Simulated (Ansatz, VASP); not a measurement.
# Cross-check of GaPt (GaPt (P2_13)) between VASP and Ansatz, part 2 of 2

Wanted: the spread between two codes on one cell, functional and k mesh. The cell is taken from a series of runs on this material, whose earlier steps may have relaxed, scaled, displaced or heated it; both programs get it as it stands.

VASP 6.6.1 and Ansatz 0.2.0.

So far: The starting structure; VASP: relaxation of cell and atoms, r2SCAN.

### Step 3. Ansatz: relaxation of cell and atoms, r2SCAN

Level of this step: Ansatz beside VASP: Kohn-Sham DFT, plane waves, r2SCAN (Ansatz).

Ansatz runs on its PAW soft_1 files.

The same cell, functional, mesh and smearing now go to Ansatz.

input.yaml reads:

```yaml
crystal:
  lattice:
    - [4.9218662, 0.0, 0.0]
    - [0.0, 4.9218662, 0.0]
    - [0.0, 0.0, 4.9218662]
  atoms:
    - { symbol: Ga, position: [0.0929779, 0.0929779, 0.0929779] }
    - { symbol: Ga, position: [0.4070221, 0.9070221, 0.5929779] }
    - { symbol: Ga, position: [0.9070221, 0.5929779, 0.4070221] }
    - { symbol: Ga, position: [0.5929779, 0.4070221, 0.9070221] }
    - { symbol: Pt, position: [0.39943358, 0.39943358, 0.39943358] }
    - { symbol: Pt, position: [0.10056642, 0.60056642, 0.89943358] }
    - { symbol: Pt, position: [0.60056642, 0.89943358, 0.10056642] }
    - { symbol: Pt, position: [0.89943358, 0.10056642, 0.60056642] }
basis:
  ecutwfc: 500
  xc_grid: 2
hamiltonian:
  xc: r2scan
  pseudopotentials: { kind: paw, azcp: { folder: soft_1 } }
kpoints:
  mp_grid: { grid: [8, 8, 8] }
scf:
  occupations: { method: fermi_dirac, width: 0.05 }
  max_iter: 150
output:
  forces: true
  stress: true
relax:
  f_tol: 0.01
  max_steps: 60
  cell: {}
checkpoint:
  write: "../r2scan.run"
  compress: false
  write_wavefunctions: false
  write_every: 100000
```

Launch:

```bash
> ansatz run input.yaml --threads 4 --pin off --max-ram 6594MiB --backend cpu --events-out ev --progress --plain --runs-dir out
```

Numbers of over 12 decimals in the logs are rounded to 6 here.

Output:

```text
Engine: ansatz 0.2.0, aarch64-unknown-linux-gnu
Pseudopotentials: kind: paw
Pseudopotential: Ga, paw, valence charge 13, recommended cutoff 500 eV (meta_gga), soft_1/Ga.paw.azcp
Pseudopotential: Pt, paw, valence charge 18, recommended cutoff 500 eV (meta_gga), soft_1/Pt.paw.azcp
Functional definition: r2SCAN
  parameter k0 = 0.174
  parameter k1 = 0.065
  parameter a1 = 4.9479
  exchange = r2scan_x(k0 = k0, k1 = k1, a1 = a1)
  correlation = r2scan_c
Crystal: 8 atoms, lattice volume = 119.231 Å³
Basis set: ecut = 500 eV, 2969 PW (Γ), exchange–correlation on 72×72×72 points (8 copies of the dense FFT grid, shifted against one another)
Bands: 75, of which v1, the nominal top of the filled ones, is band 62 counted from 1 (61 counted from 0)
Symmetry: 12 space group operations
Space group: P213 (ITA 198), of the structure as read, at distance tolerance 4.9e-5 Å
k-points: 45 of 512 (time reversal used)
Non-local potential: Ga, projectors of the file, l = 0: 2, l = 1: 2, l = 2: 3, l = 3: 1
Non-local potential: Pt, projectors of the file, l = 0: 3, l = 1: 2, l = 2: 2, l = 3: 1
PAW form: soft (Blöchl's): semilocal exchange-correlation on the pseudo side does not see the compensation charge
PAW frozen core: Ga, regenerated for the run's functional (the file was generated under x = pbe(κ = 0.804, μ = 0.219515), c = pbe(β = 0.066725))
PAW frozen core: Pt, regenerated for the run's functional (the file was generated under x = pbe(κ = 0.804, μ = 0.219515), c = pbe(β = 0.066725))
PAW one-centre angular grid: Ga, 590 points (default); XC on 160 Gauss nodes
PAW one-centre angular grid: Pt, 590 points (default); XC on 160 Gauss nodes
Initial density: superposition of atomic densities (chi_scale 0.1, normalization cell, long waves kept (reshape's long-wave potential 0.00 eV rms))
Initial wavefunctions: pseudopotential atomic-orbital guess
Functional: x = r2scan, c = r2scan; τ floored in thin density (d = 2e-4 eV/Å³)
SCF iter   1: F=—  HF=-65323.098624 eV  |F-HF|=—  |Δ(HF+E_count)|=         —  Δρ=1.13e-1  dr2=1.74e1  dr2_τ=8.27e-1  ethr=3.10e-3  ⟨swp⟩=5.6  Hψ=10864  notcnv=0  defer=57
preconditioner: auto → Kerker (q_TF=auto, 2.746 Å⁻¹)  [metal: Δε(μ)=0.096 eV  Ē_g=14.728 eV  σ=0.050 eV  W_gap=0.39  n_scr=32 (ndim 8)  ℏωp=32.6 eV  f_vac=0.000  D(μ)=1.04/eV (n_scr^D=0)]
SCF iter   2: F=—  HF=-65319.540444 eV  |F-HF|=—  |Δ(HF+E_count)|=    3.56e0  Δρ=4.07e-2  dr2=1.43e0  dr2_τ=4.10e-1  ethr=3.10e-3  ⟨swp⟩=2.6  Hψ=6713  notcnv=0  defer=220
SCF iter   3: F=—  HF=-65319.509016 eV  |F-HF|=—  |Δ(HF+E_count)|=   3.14e-2  Δρ=1.85e-2  dr2=2.02e-1  dr2_τ=5.23e-3  ethr=1.15e-3  ⟨swp⟩=3.0  Hψ=6175  notcnv=0  defer=223
SCF iter   4: F=—  HF=-65319.505395 eV  |F-HF|=—  |Δ(HF+E_count)|=   3.62e-3  Δρ=3.92e-3  dr2=9.46e-3  dr2_τ=1.03e-3  ethr=1.63e-4  ⟨swp⟩=2.0  Hψ=5584  notcnv=0  defer=223
SCF iter   5: F=—  HF=-65319.509168 eV  |F-HF|=—  |Δ(HF+E_count)|=   3.77e-3  Δρ=1.60e-3  dr2=1.85e-3  dr2_τ=1.51e-4  ethr=7.63e-6  ⟨swp⟩=2.0  Hψ=5255  notcnv=0  defer=223
SCF iter   6: F=—  HF=-65319.512013 eV  |F-HF|=—  |Δ(HF+E_count)|=   2.85e-3  Δρ=6.04e-4  dr2=5.66e-4  dr2_τ=2.88e-5  ethr=1.50e-6  ⟨swp⟩=2.0  Hψ=5228  notcnv=0  defer=223
SCF iter   7: F=—  HF=-65319.512128 eV  |F-HF|=—  |Δ(HF+E_count)|=   1.15e-4  Δρ=1.26e-4  dr2=2.17e-5  dr2_τ=1.57e-6  ethr=4.56e-7  ⟨swp⟩=2.0  Hψ=4359  notcnv=0  defer=223
SCF iter   8: F=—  HF=-65319.512132 eV  |F-HF|=—  |Δ(HF+E_count)|=   4.43e-6  Δρ=5.64e-5  dr2=5.86e-6  dr2_τ=1.06e-7  ethr=1.75e-8  ⟨swp⟩=2.5  Hψ=5416  notcnv=0  defer=223
SCF iter   9: F=—  HF=-65319.512134 eV  |F-HF|=—  |Δ(HF+E_count)|=   1.21e-6  Δρ=1.67e-5  dr2=4.74e-7  dr2_τ=1.36e-8  ethr=4.72e-9  ⟨swp⟩=2.0  Hψ=4327  notcnv=0  defer=223
SCF iter  10: F=-65319.512134 eV  HF=-65319.512134 eV  |F-HF|=1.09e-10  |Δ(HF+E_count)|=   2.08e-7  Δρ=3.89e-6  dr2=2.47e-8  dr2_τ=1.37e-9  ethr=8.06e-11  ⟨swp⟩=4.0  Hψ=11303  notcnv=0
SCF 1 converged in 10 iterations: F = -65319.512134 eV  dr2 = 2.47e-8
  greatest PAW one-centre occupation: 1.000 electrons in one spin orbital (limit 2), on the Pt atom at site 7 (counted from 0), in its partial waves of l = 0
relax step   1: F+E_penalty+E_count = -65319.51213390 eV  Δ(F+E_penalty+E_count) = +0.000e0 eV  max|allowed force component| = 9.164e-3 eV/Å  Δτ_max = 0.0000 Å  P = -0.325 GPa  Ω = 119.231 Å³  (10 SCF iters, dr2 threshold 1.00e-7 eV, accepted)
[...]
relax step   2: F+E_penalty+E_count = -65319.51248754 eV  Δ(F+E_penalty+E_count) = -3.536e-4 eV  max|allowed force component| = 4.787e-3 eV/Å  Δτ_max = 0.0012 Å  P = +0.246 GPa  Ω = 118.892 Å³  energy of the carried Pulay correction = +1.962e-4 eV  (5 SCF iters, dr2 threshold 2.64e-7 eV, accepted)
[...]
relax step   3: F+E_penalty+E_count = -65319.51253269 eV  Δ(F+E_penalty+E_count) = -4.515e-5 eV  max|allowed force component| = 5.242e-3 eV/Å  Δτ_max = 0.0002 Å  P = +0.023 GPa  Ω = 119.028 Å³  energy of the carried Pulay correction = +1.173e-4 eV  (4 SCF iters, dr2 threshold 1.51e-7 eV, accepted)
[...]
relax step   4: F+E_penalty+E_count = -65319.51243265 eV  Δ(F+E_penalty+E_count) = +1.000e-4 eV  max|allowed force component| = 5.232e-3 eV/Å  Δτ_max = 0.0000 Å  P = +0.022 GPa  Ω = 119.028 Å³  stress off target by 2.22e-2 GPa  SCF on the basis re-selected at this cell (its energy is not comparable with the rows above)  (6 SCF iters)
basis re-selected at this cell: Δ(F+E_penalty+E_count) = +1.000e-4 eV, ΔP = -0.001 GPa vs the last step (what re-selecting the basis moved, of the pressure what is left beyond the Pulay correction that the steps carried, after the strain that the cell walked since its last selection, with what the two solves' SCF thresholds leave and, on support functions, any second-order correction that the steps lacked; it is no m [...]
SCF converged after 6 iterations
Free energy (F): -65319.512433 eV
Harris-Foulkes:  -65319.512433 eV  (|F-HF|=4.37e-11)
Internal energy: -65319.498027 eV  (E = F + TS)
E sigma→0 (E₀):  -65319.505230 eV
Entropy (-TS):   -0.014406 eV (-1.801 meV/atom)
Fermi energy:    18.299533 eV
--- Per-component energies (eV) ---
  E_band       = -690.325826
  E_kinetic    = 2842.775048
  E_local      = -10425.017602  (includes V_loc(G=0)·N_el)
  E_nonlocal   = 461.492679
  E_hartree    = 5400.813331
  E_xc         = -1114.130139
  E_vxc        = -1437.485406  (∫ρ·V_xc dr)
  E_paw        = -46073.766846  (= ΣΔE_a)
  E_vpaw       = -3026.849845  (= ΣTr[D̂ρ^β])
  E_aug_tail   = 0.003295  (compensation charges beyond the density's cutoff)
  E_vtau       = 93.129298  (kinetic-family band-sum trace: ∫τ·v_τ [+ j·A + Jᵃ·Aᵃ] dr)
  E_ewald      = -16408.129063
  E_core_change = -3.538729  (= ΣΔE_core)
  E_smearing   = -0.014406  (= −TS)
  E_closure    = -0.000000  (closes the sum)
  Σ components = -65319.512433   (vs F -65319.512433, Δ=0.00e0)
--- Forces (eV/Å), atoms counted from 1 ---
  atom   1  Ga    -0.00226279    -0.00226279    -0.00226279
  atom   2  Ga     0.00226279     0.00226279    -0.00226279
  atom   3  Ga     0.00226279    -0.00226279     0.00226279
  atom   4  Ga    -0.00226279     0.00226279     0.00226279
  atom   5  Pt    -0.00523174    -0.00523174    -0.00523174
  atom   6  Pt     0.00523174     0.00523174    -0.00523174
  atom   7  Pt     0.00523174    -0.00523174     0.00523174
  atom   8  Pt    -0.00523174     0.00523174     0.00523174
  max |Σ_I F_I| component: 1.47e-17 eV/Å
--- Stress (GPa, compression-positive) ---
        0.022217       0.000000       0.000000
        0.000000       0.022217       0.000000
        0.000000       0.000000       0.022217
  P = ⅓ Tr σ = 0.0222 GPa (0.222 kbar)
--- Relaxed structure (3 steps of the walk, 3 accepted, 1 SCFs on fresh bases) ---
  F+E_penalty+E_count = -65319.51243265 eV   max|allowed force component| = 5.232e-3 eV/Å   (the final SCF, on the basis selected at the relaxed cell)
  cell:  # Å, volume = 119.0282 Å³
    - [4.919073, 0, 0]
    - [0, 4.919073, 0]
    - [0, 0, 4.919073]
  atoms:
    - { symbol: Ga, position: [0.092904, 0.092904, 0.092904] }
    - { symbol: Ga, position: [0.407096, 0.907096, 0.592904] }
    - { symbol: Ga, position: [0.907096, 0.592904, 0.407096] }
    - { symbol: Ga, position: [0.592904, 0.407096, 0.907096] }
    - { symbol: Pt, position: [0.399268, 0.399268, 0.399268] }
    - { symbol: Pt, position: [0.100732, 0.600732, 0.899268] }
    - { symbol: Pt, position: [0.600732, 0.899268, 0.100732] }
    - { symbol: Pt, position: [0.899268, 0.100732, 0.600732] }
```

Reading the cycles: dr2 is the Hartree energy of the density residual (eV), the measure of convergence; HF is the Harris–Foulkes estimate of the energy, which meets the free energy F at convergence.

### Step 4. Differences

Known differences besides the potentials themselves: VASP keeps PBE cores, Ansatz makes them for the functional; the data sets hold 124 valence electrons in Ansatz (on its PAW soft_1 files) and 92 in VASP; the cutoff is 500 eV in Ansatz and 550 eV in VASP; Ansatz adds a Pulay correction to the stress that steers its cell, VASP none. Total energies have different zeros and are not compared.

Compared:

```tsv
quantity	Ansatz	VASP	difference
volume (Å³)	119.03	119.26	-0.19 %
edge a after relaxation, in the typed setting (Å)	4.919	4.922	-0.06 %
```

### Step 5. Outcome

```json
{"difference in volume (relaxation of cell and atoms, r2SCAN)": "-0.19 %"}
```

In words: The difference in volume is -0.19 % (relaxation of cell and atoms, r2SCAN), within the 1.2 % picked in this series as the mark of a large difference, as far as the stopping tolerances let one tell. The data sets hold unlike numbers of valence electrons (124 in Ansatz and 92 in VASP), so part of the differences comes from the potentials. Such differences can come from data sets, numerical settings and the points named under the comparisons, not from the functional's error against experiment.

[Lines on the potential files, build, host, timing and source positions are cut from VASP's logs without a mark.]

[Logs are printed without paths, hosts, clocks, repeated set-up lines and the standing remarks that a program may print on its own settings, such as how far it seeks lower states.]

[Hosts, paths, dates, database ids (printed as entryN), source tags and the programs' standing remarks are cut or masked in the printed files.]
